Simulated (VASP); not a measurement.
Method: LDA (Ceperley-Alder, Perdew-Zunger), VASP's LDA PAW potentials (set 64) (plane waves; VASP 6.6.1).

VASP input:

### KPOINTS
```
Regular mesh
0
Gamma
5 5 5
0 0 0
```

INCAR:
```
# general
SYSTEM  = HfPbO3
PREC    = Accurate
ENCUT   = 520   # plane-wave cut-off (eV)
LREAL   = .FALSE.   # projection in real space or not
LASPH   = .TRUE.   # aspherical one-centre terms

# electronic loop
EDIFF   = 1E-6   # SCF stop (eV)
NELM    = 100
ALGO    = Normal   # blocked Davidson
LMAXMIX = 6

# smearing
ISMEAR  = 0   # Gaussian
SIGMA   = 0.05

# ions
IBRION  = 2
NSW     = 60
ISIF    = 3   # ions, shape and volume
EDIFFG  = -0.02

# output
LWAVE   = .FALSE.
LCHARG  = .FALSE.
```

File POSCAR:
```
HfPbO3
1.0
  4.0746781124   0.0000000000   0.0000000000
  0.0000000000   4.0746781124   0.0000000000
  0.0000000000   0.0000000000   4.0746781124
Hf Pb O
1 1 3
direct
  0.5000000000   0.5000000000   0.5000000000
  0.0000000000   0.0000000000   0.0000000000
  0.0000000000   0.5000000000   0.5000000000
  0.5000000000   0.0000000000   0.5000000000
  0.5000000000   0.5000000000   0.0000000000
```

POTCAR, in this order: Hf_pv Pb_d O (LDA.64 set). Program: vasp_std.

The run wrote:

### OSZICAR
```
       N       E                     dE             d eps       ncg     rms          rms(c)
DAV:   1     0.445142864750E+03    0.44514E+03   -0.22558E+04   500   0.190E+03
DAV:   2    -0.199628293824E+01   -0.44714E+03   -0.43535E+03   584   0.500E+02
DAV:   3    -0.511610977851E+02   -0.49165E+02   -0.48197E+02   603   0.160E+02
DAV:   4    -0.527883920847E+02   -0.16273E+01   -0.16243E+01   664   0.308E+01
DAV:   5    -0.528226977670E+02   -0.34306E-01   -0.34298E-01   632   0.448E+00    0.727E+01
DAV:   6    -0.454418033715E+02    0.73809E+01   -0.43147E+01   622   0.424E+01    0.601E+01
DAV:   7    -0.452206624279E+02    0.22114E+00   -0.31556E+00   548   0.113E+01    0.338E+01
DAV:   8    -0.451479254279E+02    0.72737E-01   -0.28188E-01   749   0.625E+00    0.578E+00
DAV:   9    -0.451379120202E+02    0.10013E-01   -0.10082E-01   568   0.187E+00    0.121E+00
DAV:  10    -0.451371539122E+02    0.75811E-03   -0.66536E-03   716   0.115E+00    0.233E-01
DAV:  11    -0.451372189987E+02   -0.65087E-04   -0.60652E-04   538   0.170E-01    0.104E-01
DAV:  12    -0.451372033558E+02    0.15643E-04   -0.90601E-05   668   0.137E-01    0.779E-03
DAV:  13    -0.451372042236E+02   -0.86783E-06   -0.96592E-06   753   0.226E-02
   1 F= -.45137204E+02 E0= -.45137204E+02  d E =-.451372E+02
```

OUTCAR:
```
------------------------ aborting loop because EDIFF is reached ----------------------------------------
  FORCE on cell =-STRESS in cart. coord.  units (eV):
  Direction    XX          YY          ZZ          XY          YZ          ZX
  --------------------------------------------------------------------------------------
  Total        0.0414548      0.0414548      0.0414548      0.0000000      0.0000000     -0.0000000
  in kB        0.9817604      0.9817604      0.9817604      0.0000000      0.0000000     -0.0000000
  external PRESSURE =       0.9817604 kB  Pullay stress =       0.0000000 kB
  volume of cell :       67.65
      direct lattice vectors                 reciprocal lattice vectors
     4.074678112  0.000000000  0.000000000     0.245418159  0.000000000  0.000000000
     0.000000000  4.074678112  0.000000000     0.000000000  0.245418159  0.000000000
     0.000000000  0.000000000  4.074678112     0.000000000  0.000000000  0.245418159
 POSITION                                       TOTAL-FORCE (eV/Angst)
 -----------------------------------------------------------------------------------
      2.03734      2.03734      2.03734         0.000000      0.000000      0.000000
      0.00000      0.00000      0.00000         0.000000      0.000000      0.000000
      0.00000      2.03734      2.03734         0.000000      0.000000      0.000000
      2.03734      0.00000      2.03734         0.000000      0.000000      0.000000
      2.03734      2.03734      0.00000         0.000000      0.000000      0.000000
 -----------------------------------------------------------------------------------
    total drift:                                0.000000      0.000000     -0.000000
  FREE ENERGIE OF THE ION-ELECTRON SYSTEM (eV)
  ---------------------------------------------------
  free  energy   TOTEN  =       -45.1372042236 eV

  energy  without entropy=      -45.1372042236  energy(sigma->0) =      -45.13720422

 reached required accuracy - stopping structural energy minimisation
```
(Selected blocks of OUTCAR.)

The structure comes from a computed database's HfPbO3 entry (Pm-3m); how it stands against other phases isn't given here. It was relaxed first, which changed the volume by -6 %. The start is the result of an earlier pass.
